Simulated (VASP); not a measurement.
TeRu:

```
Ru Te
1.0
     3.79508    0.00000    0.00000
    -1.89754    3.28664    0.00000
     0.00000    0.00000    3.70381
Ru Te
1 1
Direct
  0.00000 0.00000 0.00000
  0.66667 0.33333 0.50000
```

The cell comes from a database or a generator and needn't be the stable form of this composition.

Base run:

| Property | Result |
| --- | --- |
| Program | VASP 6.6.1 |
| Functional | LDA |
| Potentials or basis | VASP PAW LDA potentials, release 64 (Ru_pv, Te) |
| Cutoff | 520 eV |
| k mesh | 6 × 6 × 5 |
| Occupations | gaussian, width 0.05 eV |
| Spin | collinear spin, ferromagnetic start |
| Starting moments | [1.0, 0.0] μB |
| Hubbard terms | Ru d U = 8 eV |

Its results: pressure -1.8 GPa; site moments Ru +2.44; Te -0.15 μB.

**Question.** The run is repeated on the same cell with these changes: fixed moment from none to 4 μB. What comes out?

**Answer.** Pressure 4.3 GPa; site moments Ru +3.50; Te +0.30 μB.

Caveats: the U is typed as a test and isn't derived for this compound; the moment is held away from its start (some runs); the total moment is fixed, so each spin has its own Fermi level (some runs).
